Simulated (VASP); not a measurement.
A convergence study with VASP on Sn (space group Fd-3m): one setting is varied, all else stays as given below, so the limit is that of these other settings.

```
Sn
1.0
    0.00000     3.25423     3.25423
    3.25423     0.00000     3.25423
    3.25423     3.25423     0.00000
Sn
2
Direct
  0.00000   0.00000   0.00000
  0.25000   0.25000   0.25000
```

The numbers are results of PBE GGA, VASP's PBE PAW potentials (set 64) (plane waves; VASP 6.6.1), not measurements. The tightest run used: 450 eV cut-off, 7×7×7 Γ-centred mesh, Gaussian smearing of 0.010 eV, potentials Sn_d.

**Question.** The settings run are ENCUT = 150; ENCUT = 180; ENCUT = 210; ENCUT = 255; ENCUT = 360; ENCUT = 450. From which on does the highest Γ mode stay within 5 cm⁻¹ of the tightest run?

**Answer.** From ENCUT = 210 on: it is off by 0.5 there and by no more than 5 in any finer run, while ENCUT = 180 is off by 12.9.
```csv
setting,highest Γ mode (cm⁻¹),plane waves,difference judged (cm⁻¹)
ENCUT = 150,183.6,298,17.1
ENCUT = 180,153.5,387,12.9
ENCUT = 210,166.9,531,0.5
ENCUT = 255,165.2,646,1.3
ENCUT = 360,166.7,1078,0.3
ENCUT = 450,166.4,1508,0.0
```

Left out are rungs that failed or repeat a setting and relaxations that didn't move; long series are thinned to 24 rows.

The structure is a typed Sn crystal (space group no. 227). The cell was not relaxed at this level.
